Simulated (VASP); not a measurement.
Computed with PBE GGA, VASP's PBE PAW potentials (set 64) (plane waves; VASP 6.6.1).

The input files of a VASP run:

**POSCAR**
```
SrCl2
1
    0.0000000000     3.5201566425     3.5201566425
    3.5201566425     0.0000000000     3.5201566425
    3.5201566425     3.5201566425     0.0000000000
Sr Cl
1 2
Direct
  0.0000000000   0.0000000000   0.0000000000
  0.2500000000   0.2500000000   0.2500000000
  0.7500000000   0.7500000000   0.7500000000
```

### INCAR
```
SYSTEM  =  SrCl2
PREC  =  Accurate; ENCUT  =  520; LREAL  =  F
LASPH  =  T
EDIFF  =  1E-6; NELM  =  100; ALGO  =  Normal
LMAXMIX  =  4
ISMEAR  =  0; SIGMA  =  0.05
GGA  =  PE
LWAVE  =  T; LCHARG  =  F
```

KPOINTS:
```
Automatic
0
Gamma
 4 4 4
```

POTCAR, in this order: Sr_sv Cl (PBE.64 set). Program: vasp_std.

Task: What will the output report for the number of irreducible k-points (NKPTS), largest plane-wave count, number of space-group operations, FFT grid (NGX, NGY, NGZ)?

Result: 
```yaml
number of irreducible k-points (NKPTS): 8
largest_plane_wave_count: 2397
number_of_space_group_operations: 48
FFT grid (NGX, NGY, NGZ): 40 × 40 × 40
```

The compound is SrCl2 in the fluorite structure. It was relaxed first.
